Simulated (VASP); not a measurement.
# GaPt3 (Pm-3m) in VASP: single point with LDA

Aim: the single point of GaPt3 with LDA.

Program: VASP 6.6.1. These are calculated values, not measurements. Logs are shortened: lines on timing, memory, paths and dates and some standing lists are left out, and cuts for length are marked.

## (1) The structure

The structure is cubic, space group Pm-3m (No. 221). The conventional cell has a = 3.910 Å, b = 3.910 Å, c = 3.910 Å, α = 90.00°, β = 90.00°, γ = 90.00°. Around Ga (site symmetry m-3m) lie 12 Pt at 2.76 Å. Around Pt (site symmetry 4/mmm) lie 4 Ga at 2.76 Å and 8 Pt at 2.76 Å.

The cell comes from a database or a generator and needn't be the stable form of this composition.

## (2) Single point, LDA

INCAR reads:

```
PREC = Accurate ; ENCUT = 520
EDIFF = 1E-7 ; ISMEAR = -5
SIGMA = 0.1 ; LREAL = F
LASPH = T ; NELM = 100
ALGO = Normal ; ISIF = 2
LWAVE = F ; LCHARG = F
GGA = CA ; NBANDS = 30
```

KPOINTS reads:

```
Automatic mesh
0
Gamma
  9 9 9
```

POSCAR reads:

```
GaPt3
1.0
    3.9098775800      0.0000000000      0.0000000000
    0.0000000000      3.9098775800      0.0000000000
    0.0000000000      0.0000000000      3.9098775800
Ga Pt
1 3
Direct
    0.0000000000      0.0000000000      0.0000000000
    0.0000000000      0.5000000000      0.5000000000
    0.5000000000      0.5000000000      0.0000000000
    0.5000000000      0.0000000000      0.5000000000
```

Potentials or basis: VASP PAW LDA potentials, release 64 (Ga_d, Pt).

Run with:

```bash
$ cat potpaw_LDA.64/Ga_d/POTCAR potpaw_LDA.64/Pt/POTCAR > POTCAR
$ mpirun -np 1 vasp_std > vasp.out
```

OUTCAR:

```text
PREC = Accurate
   ENCUT = 520
   EDIFF = 1E-7
   ISMEAR = -5
   LREAL = F
   LASPH = T
   NELM = 100
   ISIF = 2
   GGA = CA

 ion  position               nearest neighbor table
   1  0.000  0.000  0.000-   2 2.76   3 2.76   4 2.76   2 2.76   4 2.76   2 2.76   3 2.76   2 2.76
                             3 2.76   4 2.76   4 2.76   3 2.76
   2  0.000  0.500  0.500-   1 2.76   3 2.76   4 2.76   1 2.76   3 2.76   1 2.76   4 2.76   1 2.76
                             3 2.76   4 2.76   3 2.76   4 2.76
   3  0.500  0.500  0.000-   1 2.76   2 2.76   4 2.76   2 2.76   4 2.76   1 2.76   4 2.76   4 2.76
                             1 2.76   2 2.76   2 2.76   1 2.76
   4  0.500  0.000  0.500-   1 2.76   2 2.76   3 2.76   1 2.76   3 2.76   2 2.76   3 2.76   3 2.76
                             1 2.76   2 2.76   1 2.76   2 2.76

  LATTYP: Found a simple cubic cell.
 ALAT       =     3.9098775800

  Lattice vectors:

 A1 = (   3.9098775800,   0.0000000000,   0.0000000000)
 A2 = (   0.0000000000,   3.9098775800,   0.0000000000)
 A3 = (   0.0000000000,   0.0000000000,   3.9098775800)

Analysis of symmetry for initial positions (statically):
=====================================================================
 Subroutine PRICEL returns:
 Original cell was already a primitive cell.

 Routine SETGRP: Setting up the symmetry group for a
 simple cubic supercell.

 Subroutine GETGRP returns: Found 48 space group operations
 (whereof 48 operations were pure point group operations)
 out of a pool of 48 trial point group operations.

The static configuration has the point symmetry O_h .

Analysis of symmetry for dynamics (positions and initial velocities):
=====================================================================
 Subroutine PRICEL returns:
 Original cell was already a primitive cell.

 Routine SETGRP: Setting up the symmetry group for a
 simple cubic supercell.

 Subroutine GETGRP returns: Found 48 space group operations
 (whereof 48 operations were pure point group operations)
 out of a pool of 48 trial point group operations.

The dynamic configuration has the point symmetry O_h .

 Subroutine INISYM returns: Found 48 space group operations
 (whereof 48 operations are pure point group operations),
 and found     1 'primitive' translations

----------------------------------------------------------------------------------------

                                     Primitive cell

  volume of cell :      59.7709

  direct lattice vectors                    reciprocal lattice vectors
     3.909877580  0.000000000  0.000000000     0.255762483  0.000000000  0.000000000
     0.000000000  3.909877580  0.000000000     0.000000000  0.255762483  0.000000000
     0.000000000  0.000000000  3.909877580     0.000000000  0.000000000  0.255762483

  length of vectors
     3.909877580  3.909877580  3.909877580     0.255762483  0.255762483  0.255762483

  position of ions in fractional coordinates (direct lattice)
     0.000000000  0.000000000  0.000000000
     0.000000000  0.500000000  0.500000000
     0.500000000  0.500000000  0.000000000
     0.500000000  0.000000000  0.500000000

  ion indices of the primitive-cell ions
   primitive index   ion index
                 1           1
                 2           2
                 3           3
                 4           4

----------------------------------------------------------------------------------------

 KPOINTS: Automatic mesh

Automatic generation of k-mesh.
 Grid dimensions read from file:
 generate k-points for:    9    9    9

 Generating k-lattice:

  Cartesian coordinates                     Fractional coordinates (reciprocal lattice)
     0.028418054  0.000000000  0.000000000     0.111111111  0.000000000  0.000000000
     0.000000000  0.028418054  0.000000000     0.000000000  0.111111111  0.000000000
     0.000000000  0.000000000  0.028418054     0.000000000  0.000000000  0.111111111

  Length of vectors
     0.028418054  0.028418054  0.028418054

  Shift w.r.t. Gamma in fractional coordinates (k-lattice)
     0.000000000  0.000000000  0.000000000

 TETIRR: Found    353 inequivalent tetrahedra from     4374

 Subroutine IBZKPT returns following result:
 ===========================================

 Found     35 irreducible k-points:

 Following reciprocal coordinates:
            Coordinates               Weight
  0.000000  0.000000  0.000000      1.000000
  0.111111  0.000000  0.000000      6.000000
  0.222222  0.000000  0.000000      6.000000
  0.333333  0.000000  0.000000      6.000000
  0.444444  0.000000  0.000000      6.000000
  0.111111  0.111111  0.000000     12.000000
[... 16 lines left out ...]
  0.333333  0.333333  0.111111     24.000000
  0.444444  0.333333  0.111111     48.000000
 [... further k-points ...]
   k-points           NKPTS =     35   k-points in BZ     NKDIM =     35   number of bands    NBANDS=     30
   number of dos      NEDOS =    301   number of ions     NIONS =      4
   total plane-waves  NPLWV =  27000
   dimension x,y,z NGX =    30 NGY =   30 NGZ =   30
   dimension x,y,z NGXF=    60 NGYF=   60 NGZF=   60
   ions per type =               1   3
   NGX,Y,Z   is equivalent  to a cutoff of  12.76, 12.76, 12.76 a.u.
   NGXF,Y,Z  is equivalent  to a cutoff of  25.51, 25.51, 25.51 a.u.
 SYSTEM =  unknown system
   PREC   = accura    normal or accurate (medium, high low for compatibility)
   ISTART =      0    job   : 0-new  1-cont  2-samecut
   ICHARG =      2    charge: 1-file 2-atom 10-const
   ISPIN  =      1    spin polarized calculation?
   LNONCOLLINEAR =      F non collinear calculations
   LSORBIT =      F    spin-orbit coupling
   LASPH  =      T    aspherical Exc in radial PAW
   ENCUT  =  520.0 eV  38.22 Ry    6.18 a.u.   7.27  7.27  7.27*2*pi/ulx,y,z
   NELM   =    100;   NELMIN=  2; NELMDL= -5     # of ELM steps
   EDIFF  = 0.1E-06   stopping-criterion for ELM
   LREAL  =      F    real-space projection
   EDIFFG = 0.1E-05   stopping-criterion for IOM
   NSW    =      0    number of steps for IOM
   IBRION =     -1    ionic relax: 0-MD 1-quasi-New 2-CG
   NFREE  =      0    steps in history (QN), initial steepest desc. (CG)
   ISIF   =      2    stress and relaxation
   ISYM   =      2    0-nonsym 1-usesym 2-fastsym
   POTIM  = 0.5000    time-step for ionic-motion
   TEBEG  =    0.0;   TEEND  =   0.0 temperature during run
   PSTRESS=    0.0 pullay stress
   NELECT =      43.0000    total number of electrons
   NUPDOWN=      -1.0000    fix difference up-down
   EMIN   =  10.00;   EMAX   =-10.00  energy-range for DOS
   EFERMI =   0.00;   METHOD = LEGACY
   ISMEAR =    -5;   SIGMA  =   0.10  broadening in eV -4-tet -1-fermi 0-gaus
   EFERMI_NEDOS =   21; number of points for ismear=-14 and -15
   IALGO  =     38    algorithm
   IMIX   =      4    mixing-type and parameters
     AMIX     =   0.40;   BMIX     =  1.00
     AMIX_MAG =   1.60;   BMIX_MAG =  1.00
  volume/ion in A,a.u.               =      14.94       100.84
  Fermi-wavevector in a.u.,A,eV,Ry     =   1.466902  2.772043 29.277044  2.151802
  Thomas-Fermi vector in A             =   2.582584
   LORBIT       =      0    0 simple, 1 ext, 2 COOP (PROOUT), +10 PAW based schemes
   GGA     = CA    functional components
   LHFCALC =     F    Hartree Fock is set to
   AEXX    =    0.0000 exact exchange contribution
   IVDW    =     0    specifies the selected vdW correction
   LEPSILON=     F    determine dielectric tensor
   LRPA    =     F    only Hartree local field effects (RPA)
 non-spin polarized calculation
 Fermi weights with tetrahedron method with Bloechl corrections
  energy-cutoff  :      520.00
  volume of cell :       59.77
 maximum number of plane-waves:      1629
 NGX is ok and might be reduce to    30
   NGX = 15   NGY = 15   NGZ = 15

 number of electron      42.9999992 magnetization

 Free energy of the ion-electron system (eV)
  ---------------------------------------------------
  ext. energy  EPLUGINS =         0.00000000
  ---------------------------------------------------
  free energy    TOTEN  =       -27.87630022 eV

  energy without entropy =      -27.87630022  energy(sigma->0) =      -27.87630022

 E-fermi :  10.1236     XC(G=0): -13.4609

 val. band max:       10.2652962864   @ k =   0.0000   0.0000   0.0000
 cond. band min:      10.0939130530   @ k =   0.2222   0.2222   0.0000
 fundamental gap:     -0.1713832334
 Fermi energy:        10.1235525380

 k-point     1 :       0.0000    0.0000    0.0000
  band No.  band energies     occupation
      1      -4.6211      2.00000
      2      -4.6211      2.00000
      3      -4.6018      2.00000
      4      -4.6018      2.00000
      5      -4.6018      2.00000
      6      -0.7878      2.00000
[... 22 lines left out ...]
     29      18.9459      0.00000
     30      18.9459      0.00000

 k-point     2 :       0.1111    0.0000    0.0000
  band No.  band energies     occupation
      1      -4.6179      2.00000
      2      -4.6146      2.00000
      3      -4.6009      2.00000
      4      -4.5986      2.00000
      5      -4.5986      2.00000
      6      -0.6371      2.00000
[... 22 lines left out ...]
     29      19.0693      0.00000
     30      19.8499      0.00000

 k-point     3 :       0.2222    0.0000    0.0000
  band No.  band energies     occupation
      1      -4.6096      2.00000
      2      -4.5989      2.00000
      3      -4.5980      2.00000
      4      -4.5906      2.00000
      5      -4.5906      2.00000
      6      -0.1937      2.00000
[... 22 lines left out ...]
     29      18.9805      0.00000
     30      20.3455      0.00000

 k-point     4 :       0.3333    0.0000    0.0000
  band No.  band energies     occupation
      1      -4.6003      2.00000
      2      -4.5965      2.00000
      3      -4.5815      2.00000
      4      -4.5815      2.00000
      5      -4.5792      2.00000
      6       0.5112      2.00000
[... 616 lines left out ...]
     29      20.8723      0.00000
     30      21.1205      0.00000

 k-point    23 :       0.3333    0.3333    0.1111
  band No.  band energies     occupation
      1      -4.6012      2.00000
      2      -4.5861      2.00000
      3      -4.5841      2.00000
      4      -4.5739      2.00000
      5      -4.5515      2.00000
      6       1.6477      2.00000
[... 22 lines left out ...]
     29      21.0443      0.00000
     30      21.4842      0.00000

 k-point    24 :       0.4444    0.3333    0.1111
  band No.  band energies     occupation
      1      -4.6043      2.00000
      2      -4.5848      2.00000
      3      -4.5810      2.00000
      4      -4.5730      2.00000
      5      -4.5431      2.00000
      6       2.1924      2.00000
[... 22 lines left out ...]
     29      20.6191      0.00000
     30      21.2559      0.00000

 [... further k-points ...]
[... 5 lines left out ...]
  --------------------------------------------------------------------------------------
  -------------------------------------------------------------------------------------
  Total       -2.9834499     -2.9834499     -2.9834499      0.0000000      0.0000000      0.0000000
  in kB      -79.9723487    -79.9723487    -79.9723487      0.0000000      0.0000000      0.0000000
  external PRESSURE =     -79.9723487 kB  Pullay stress =       0.0000000 kB

 VOLUME and BASIS-vectors are now :
 -----------------------------------------------------------------------------
  energy-cutoff  :      520.00
  volume of cell :       59.77
      direct lattice vectors                 reciprocal lattice vectors
     3.909877580  0.000000000  0.000000000     0.255762483  0.000000000  0.000000000
     0.000000000  3.909877580  0.000000000     0.000000000  0.255762483  0.000000000
     0.000000000  0.000000000  3.909877580     0.000000000  0.000000000  0.255762483

 POSITION                                       TOTAL-FORCE (eV/Angst)
 -----------------------------------------------------------------------------------
      0.00000      0.00000      0.00000         0.000000      0.000000      0.000000
      0.00000      1.95494      1.95494         0.000000      0.000000      0.000000
      1.95494      1.95494      0.00000         0.000000      0.000000      0.000000
      1.95494      0.00000      1.95494         0.000000      0.000000      0.000000
 -----------------------------------------------------------------------------------
    total drift:                                0.000000      0.000000     -0.000000

  FREE ENERGIE OF THE ION-ELECTRON SYSTEM (eV)
  ---------------------------------------------------
  free  energy   TOTEN  =       -27.8763002220 eV

  energy  without entropy=      -27.8763002220  energy(sigma->0) =      -27.87630022
```

Wall time 28 s (1 thread of Intel Xeon 6975P-C (Granite Rapids), shared host); peak memory 0.18 GiB.

Results:

- Free energy: -27.8763 eV
- Pressure: -8.0 GPa
- Band gap on the k mesh: none (metal or under the smearing width)

Levels at points of the mesh, in eV from the Fermi level:
```tsv
k point	band 18	band 19	band 20	band 21	band 22	band 23	band 24	band 25
(0.00, 0.00, 0.00)	0.14	0.14	0.14	0.21	0.67	0.67	0.67	4.15
```

Caveat: tetrahedron occupations give inexact forces and stress in metals.
